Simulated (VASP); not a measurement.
A convergence study with VASP on BaO (rock salt): a few settings are varied, all else stays as given below, so the limit is that of these other settings.

```yaml
crystal:
  lattice:
    - [0.00000, 2.77000, 2.77000]
    - [2.77000, 0.00000, 2.77000]
    - [2.77000, 2.77000, 0.00000]
  atoms:
    - { symbol: Ba, position: [0.00000, 0.00000, 0.00000] }
    - { symbol: O, position: [0.50000, 0.50000, 0.50000] }
```

Computed with HSE06 screened hybrid, VASP's PBE PAW potentials (set 64) (plane waves; VASP). The last row used: 520 eV cut-off, 4×4×4 Γ-centred mesh, Gaussian smearing of 0.050 eV, potentials Ba_sv O.

Unless said otherwise, spin-orbit coupling is left out, though it shifts the bands of the heavy elements here. Gaps are read on the run's mesh, which can miss a band edge.

```
setting                           E (eV/atom)  pressure (GPa)  gap on the mesh (eV)  electronic steps
--------------------------------  -----------  --------------  --------------------  ----------------
ENCUT = 300, PRECFOCK = Fast          -7.0505          -15.23                 3.288                22
ENCUT = 400, PRECFOCK = Fast          -6.9520           -0.88                 3.275                22
ENCUT = 300, PRECFOCK = Normal        -7.0514          -15.21                 3.289                22
ENCUT = 400, PRECFOCK = Normal        -6.9531           -0.86                 3.275                22
ENCUT = 520, PRECFOCK = Normal        -6.9397            1.27                 3.268                22
ENCUT = 300, PRECFOCK = Accurate      -7.0515          -15.21                 3.289                22
ENCUT = 400, PRECFOCK = Accurate      -6.9531           -0.86                 3.275                22
ENCUT = 520, PRECFOCK = Accurate      -6.9397            1.27                 3.268                22
```

Left out are rungs that failed or repeat a setting and relaxations that didn't move; long series are thinned to 24 rows.

The compound is BaO in the rock salt structure. The cell was not relaxed at this level.
